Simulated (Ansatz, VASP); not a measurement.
## SrTl: VASP beside Ansatz

Wanted: the spread between two codes on one cell, functional and k mesh. The cell is taken from a series of runs on this material, whose earlier steps may have relaxed, scaled, displaced or heated it; both programs get it as it stands.

Method: plane waves, with VASP 6.6.1 beside it; PBEsol, in Ansatz 0.2.0.

## (1) The starting structure

It takes space group Pm-3m (No. 221, cubic). The conventional cell has a = 4.016 Å, b = 4.016 Å, c = 4.016 Å, α = 90.00°, β = 90.00°, γ = 90.00°. Nearest to Sr lie 8 Tl at 3.48 Å. Nearest to Tl lie 8 Sr at 3.48 Å. Farther neighbours are not listed.

Coordinates:

```xyz
2
Lattice="4.0164 0.0000 0.0000 0.0000 4.0164 0.0000 0.0000 0.0000 4.0164" Properties=species:S:1:pos:R:3 pbc="T T T"
Sr    0.0000    0.0000    0.0000
Tl    2.0082    2.0082    2.0082
```

## (2) VASP: zone-centre phonons, PBEsol

Second derivatives magnify differences that forces hide, and they need a tight electronic threshold.

Lines of VASP's logs that name or quote its potential files are left out, and so is its time.

INCAR reads:

```
SYSTEM = SrTl
PREC = Accurate
ENCUT = 500
EDIFF = 1E-08
NELM = 120
ISMEAR = 1
SIGMA = 0.2
LREAL = .FALSE.
ALGO = Normal
GGA = PS
NBANDS = 17
LORBIT = 11
LWAVE = .FALSE.
LCHARG = .FALSE.
ISIF = 2
IBRION = 8
LASPH = .TRUE.
GGA_COMPAT = .FALSE.
KPAR = 2
```

POSCAR reads:

```
SrTl
1.0
    4.0164127665      0.0000000000      0.0000000000
    0.0000000000      4.0164127665      0.0000000000
    0.0000000000      0.0000000000      4.0164127665
Sr Tl
1 1
Direct
    0.0000000000      0.0000000000      0.0000000000
    0.5000000000      0.5000000000      0.5000000000
```

KPOINTS reads:

```
Automatic mesh
0
Gamma
12 12 12
0 0 0
```

PAW data sets: Sr_sv and Tl_d (PBE family, release 64).

The run is started by

```
$ mpirun -np 2 vasp_std
```

Numbers of over 12 decimals in the logs are rounded to 6 here.

What it wrote:

```text
[banner, memory and clock lines left out]
running    2 mpi-ranks, on    1 nodes
 distrk:  each k-point on    1 cores,    2 groups
 distr:  one band on    1 cores,    1 groups

 POSCAR found type information on POSCAR SrTl
 POSCAR found :  2 types and       2 ions
|                                                                             |
|               ----> ADVICE to this user running VASP <----                  |
|                                                                             |
|     You enforced a specific xc type in the INCAR file but a different       |
|     [... a line on the potential file left out ...]
|     I HOPE YOU KNOW WHAT YOU ARE DOING!                                     |
|                                                                             |

 LDA part: xc-table for (Slater+PW92), standard interpolation
 POSCAR, INCAR and KPOINTS ok, starting setup
 FFT: planning ... GRIDC
 FFT: planning ... GRID_SOFT
 FFT: planning ... GRID
 WAVECAR not read
 entering main loop
       N       E                     dE             d eps       ncg     rms          rms(c)
DAV:   1     0.107463392904E+03    0.10746E+03   -0.11518E+04  2856   0.119E+03
DAV:   2    -0.221155504916E+01   -0.10967E+03   -0.10799E+03  3396   0.258E+02
DAV:   3    -0.546100748978E+01   -0.32495E+01   -0.32285E+01  4429   0.355E+01
DAV:   4    -0.551014504267E+01   -0.49138E-01   -0.49075E-01  3679   0.369E+00
DAV:   5    -0.551108727123E+01   -0.94223E-03   -0.94198E-03  4004   0.446E-01    0.176E+01
DAV:   6    -0.542514939586E+01    0.85938E-01   -0.19553E-01  3084   0.320E+00    0.981E+00
DAV:   7    -0.541023745295E+01    0.14912E-01   -0.85510E-02  3103   0.245E+00    0.865E-01
DAV:   8    -0.540849049958E+01    0.17470E-02   -0.16453E-02  4361   0.792E-01    0.121E-01
DAV:   9    -0.540856682125E+01   -0.76322E-04   -0.26341E-04  3175   0.102E-01    0.735E-02
DAV:  10    -0.540860723048E+01   -0.40409E-04   -0.27762E-05  3900   0.403E-02    0.264E-02
DAV:  11    -0.540860760251E+01   -0.37203E-06   -0.12007E-06  3923   0.860E-03    0.558E-03
DAV:  12    -0.540860759111E+01    0.11397E-07   -0.58477E-07  4674   0.357E-03    0.117E-03
DAV:  13    -0.540860754665E+01    0.44467E-07   -0.17100E-08  2613   0.940E-04    0.725E-04
DAV:  14    -0.540860745712E+01    0.89527E-07   -0.11372E-08  2694   0.790E-04    0.422E-04
DAV:  15    -0.540860747664E+01   -0.19525E-07   -0.10884E-09  1693   0.216E-04    0.200E-04
DAV:  16    -0.540860748480E+01   -0.81513E-08   -0.34951E-10  1621   0.107E-04
   1 F= -.54086075E+01 E0= -.54072396E+01  d E =-.410364E-02
 Linear response reoptimize wavefunctions to high precision
DAV:   1    -0.540860748427E+01    0.53024E-09   -0.96728E-11  1691   0.441E-05
DAV:   2    -0.540860748427E+01   -0.81855E-11   -0.47347E-11  1608   0.237E-05
 Linear response DOF=           2
 Linear response progress:
  Degree of freedom:   1/  2
       N       E                     dE             d eps       ncg     rms          rms(c)
RMM:   1    -0.294577036550E+00   -0.29458E+00    0.92105E-01 11437   0.371E+00
RMM:   2    -0.293309442981E+00    0.12676E-02   -0.37614E-02 11817   0.708E-01    0.136E-01
RMM:   3    -0.294600727160E+00   -0.12913E-02   -0.32052E-03 12875   0.238E-01    0.115E-01
RMM:   4    -0.294694395405E+00   -0.93668E-04   -0.43474E-04 13744   0.954E-02    0.625E-02
RMM:   5    -0.294835344368E+00   -0.14095E-03   -0.80055E-05 13320   0.432E-02    0.116E-02
RMM:   6    -0.294905224531E+00   -0.69880E-04   -0.18356E-05 14085   0.168E-02    0.465E-03
RMM:   7    -0.294916454454E+00   -0.11230E-04   -0.22082E-05 14394   0.704E-03    0.274E-03
RMM:   8    -0.294897526483E+00    0.18928E-04   -0.58450E-05 15139   0.337E-03    0.853E-04
RMM:   9    -0.294899667373E+00   -0.21409E-05   -0.37269E-05 15627   0.165E-03    0.312E-04
RMM:  10    -0.294899588650E+00    0.78723E-07   -0.28390E-05 16129   0.898E-04    0.252E-04
RMM:  11    -0.294898753242E+00    0.83541E-06   -0.19278E-05 15612   0.566E-04    0.140E-04
RMM:  12    -0.294897430112E+00    0.13231E-05   -0.11429E-05 14885   0.406E-04    0.933E-05
RMM:  13    -0.294897281779E+00    0.14833E-06   -0.71457E-06 16018   0.269E-04    0.446E-05
RMM:  14    -0.294897286117E+00   -0.43379E-08   -0.46127E-06 15667   0.195E-04    0.396E-05
[...]
RMM:  18    -0.294897374775E+00    0.12525E-08   -0.92336E-07 13918   0.975E-05    0.230E-05
RMM:  19    -0.294897359460E+00    0.15315E-07   -0.61052E-07 14334   0.907E-05    0.283E-05
RMM:  20    -0.294897360078E+00   -0.61767E-09   -0.40987E-07 13652   0.851E-05    0.289E-05
RMM:  21    -0.294897382478E+00   -0.22400E-07   -0.28309E-07 14065   0.825E-05    0.220E-05
RMM:  22    -0.294897403953E+00   -0.21475E-07   -0.17150E-07 13993   0.804E-05    0.144E-05
RMM:  23    -0.294897412266E+00   -0.83133E-08   -0.11280E-07 13199   0.781E-05    0.113E-05
RMM:  24    -0.294897430110E+00   -0.17844E-07   -0.70864E-08 13703   0.779E-05    0.440E-06
RMM:  25    -0.294897439657E+00   -0.95473E-08   -0.47372E-08 12786   0.765E-05    0.115E-06
 first order change of Fermi-energy  -0.70858E-04
 force on displaced ion       1 direction 1 :  -2.014   0.000  -0.000
 Linear response progress:
  Degree of freedom:   2/  2
       N       E                     dE             d eps       ncg     rms          rms(c)
RMM:   1    -0.337465385284E+00   -0.33747E+00   -0.22679E-01 11012   0.329E+00
RMM:   2    -0.338560674571E+00   -0.10953E-02   -0.28386E-03 10894   0.369E-01    0.110E-01
RMM:   3    -0.338530992129E+00    0.29682E-04   -0.16234E-04 12699   0.643E-02    0.608E-02
RMM:   4    -0.338505498153E+00    0.25494E-04   -0.63279E-05 12771   0.411E-02    0.510E-03
RMM:   5    -0.338507566613E+00   -0.20685E-05   -0.12124E-05 13470   0.104E-02    0.365E-03
RMM:   6    -0.338494127135E+00    0.13439E-04   -0.36903E-06 13321   0.647E-03    0.123E-03
RMM:   7    -0.338484056265E+00    0.10071E-04   -0.83155E-07 14429   0.242E-03    0.805E-04
RMM:   8    -0.338476832268E+00    0.72240E-05    0.64223E-07 14644   0.124E-03    0.357E-04
RMM:   9    -0.338476427216E+00    0.40505E-06    0.34103E-07 15370   0.605E-04    0.232E-04
RMM:  10    -0.338476223672E+00    0.20354E-06    0.30966E-07 15421   0.359E-04    0.184E-05
RMM:  11    -0.338476190033E+00    0.33639E-07    0.27644E-07 15888   0.212E-04    0.515E-05
RMM:  12    -0.338476117521E+00    0.72512E-07    0.20607E-08 15542   0.146E-04    0.190E-05
RMM:  13    -0.338476072463E+00    0.45058E-07    0.10944E-07 15570   0.105E-04    0.408E-06
RMM:  14    -0.338476061108E+00    0.11355E-07    0.15374E-08 15238   0.819E-05    0.952E-06
RMM:  15    -0.338476048509E+00    0.12599E-07    0.53872E-08 14388   0.697E-05    0.526E-06
RMM:  16    -0.338476050476E+00   -0.19671E-08   -0.30829E-10 13043   0.620E-05    0.896E-06
 first order change of Fermi-energy  -0.18633E-03
 force on displaced ion       2 direction 1 :  -2.043  -0.000   0.000
 Linear response finished
```

Parts of OUTCAR (step 2):

```text
ion  position               nearest neighbor table
   1  0.000  0.000  0.000-   2 3.48   2 3.48   2 3.48   2 3.48   2 3.48   2 3.48   2 3.48   2 3.48

  LATTYP: Found a simple cubic cell.
 ALAT       =     4.0164127665

 Subroutine GETGRP returns: Found 48 space group operations
 (whereof 48 operations were pure point group operations)

The static configuration has the point symmetry O_h .

 Found     84 irreducible k-points:

   k-points           NKPTS =     84   k-points in BZ     NKDIM =     84   number of bands    NBANDS=     17

   dimension x,y,z NGX =    30 NGY =   30 NGZ =   30
   dimension x,y,z NGXF=    60 NGYF=   60 NGZF=   60

   ENCUT  =  500.0 eV  36.75 Ry    6.06 a.u.   7.32  7.32  7.32*2*pi/ulx,y,z

   NELECT =      23.0000    total number of electrons

 k-points in reciprocal lattice and weights: Automatic mesh
   0.00000000  0.00000000  0.00000000       0.001
   0.08333333  0.00000000  0.00000000       0.003
   0.16666667  0.00000000  0.00000000       0.003
   0.25000000  0.00000000  0.00000000       0.003
   0.33333333  0.00000000  0.00000000       0.003
   0.41666667  0.00000000  0.00000000       0.003
   0.50000000  0.00000000  0.00000000       0.002
   0.08333333  0.08333333  0.00000000       0.007
   0.16666667  0.08333333  0.00000000       0.014
[...]
0.50000000  0.50000000  0.41666667       0.003
   0.50000000  0.50000000  0.50000000       0.001

 average (electrostatic) potential at core
       1 -37.0227       2 -84.9385

  Total        0.0117987      0.0117987      0.0117987      0.0000000      0.0000000     -0.0000000
  in kB        0.2917628      0.2917628      0.2917628      0.0000000      0.0000000     -0.0000000
  external PRESSURE =       0.2917628 kB  Pullay stress =       0.0000000 kB

  energy-cutoff  :      500.00
  volume of cell :       64.79
      direct lattice vectors                 reciprocal lattice vectors
     4.016412767  0.000000000  0.000000000     0.248978394  0.000000000  0.000000000
     0.000000000  4.016412767  0.000000000     0.000000000  0.248978394  0.000000000
     0.000000000  0.000000000  4.016412767     0.000000000  0.000000000  0.248978394

 POSITION                                       TOTAL-FORCE (eV/Angst)
 -----------------------------------------------------------------------------------
      0.00000      0.00000      0.00000         0.000000      0.000000      0.000000
      2.00821      2.00821      2.00821         0.000000      0.000000      0.000000
 -----------------------------------------------------------------------------------
    total drift:                                0.000000      0.000000      0.000000

 Eigenvectors and eigenvalues of the dynamical matrix
 ----------------------------------------------------

   1 f  =    2.839115 THz    17.838686 2PiTHz   94.702687 cm-1    11.741631 meV
             X         Y         Z           dx          dy          dz
      0.000000  0.000000  0.000000     0.834843    0.000000    0.000000
      2.008206  2.008206  2.008206    -0.550489   -0.000000    0.000000

   2 f  =    2.839115 THz    17.838686 2PiTHz   94.702687 cm-1    11.741631 meV
             X         Y         Z           dx          dy          dz
      0.000000  0.000000  0.000000    -0.000000    0.590323    0.590323
      2.008206  2.008206  2.008206    -0.000000   -0.389254   -0.389254

   3 f  =    2.839115 THz    17.838686 2PiTHz   94.702687 cm-1    11.741631 meV
             X         Y         Z           dx          dy          dz
      0.000000  0.000000  0.000000    -0.000000    0.590323   -0.590323
      2.008206  2.008206  2.008206    -0.000000   -0.389254    0.389254

   4 f/i=    0.009185 THz     0.057711 2PiTHz    0.306378 cm-1     0.037986 meV
             X         Y         Z           dx          dy          dz
      0.000000  0.000000  0.000000    -0.053460    0.419618   -0.352279
      2.008206  2.008206  2.008206    -0.081074    0.636371   -0.534248

   5 f/i=    0.009185 THz     0.057711 2PiTHz    0.306378 cm-1     0.037986 meV
             X         Y         Z           dx          dy          dz
      0.000000  0.000000  0.000000     0.538183   -0.026101   -0.112762
      2.008206  2.008206  2.008206     0.816181   -0.039584   -0.171009

   6 f/i=    0.009185 THz     0.057711 2PiTHz    0.306378 cm-1     0.037986 meV
             X         Y         Z           dx          dy          dz
      0.000000  0.000000  0.000000    -0.102658   -0.355355   -0.407704
      2.008206  2.008206  2.008206    -0.155685   -0.538912   -0.618302

 ELASTIC MODULI CONTR FROM IONIC RELAXATION (kBar)
 Direction    XX          YY          ZZ          XY          YZ          ZX
 --------------------------------------------------------------------------------
 XX           0.0000      0.0000      0.0000      0.0000      0.0000      0.0000
 YY           0.0000      0.0000      0.0000      0.0000      0.0000      0.0000
 ZZ           0.0000      0.0000      0.0000      0.0000      0.0000      0.0000
 XY           0.0000      0.0000      0.0000      0.0000      0.0000      0.0000
 YZ           0.0000      0.0000      0.0000      0.0000      0.0000      0.0000
 ZX           0.0000      0.0000      0.0000      0.0000      0.0000      0.0000
 --------------------------------------------------------------------------------
```

(Continued in part 2 of 2.)

[Lines on the potential files, build, host, timing and source positions are cut from VASP's logs without a mark.]

[Logs are printed without paths, hosts, clocks, repeated set-up lines and the standing remarks that a program may print on its own settings, such as how far it seeks lower states.]

[Hosts, paths, dates, database ids (printed as entryN), source tags and the programs' standing remarks are cut or masked in the printed files.]
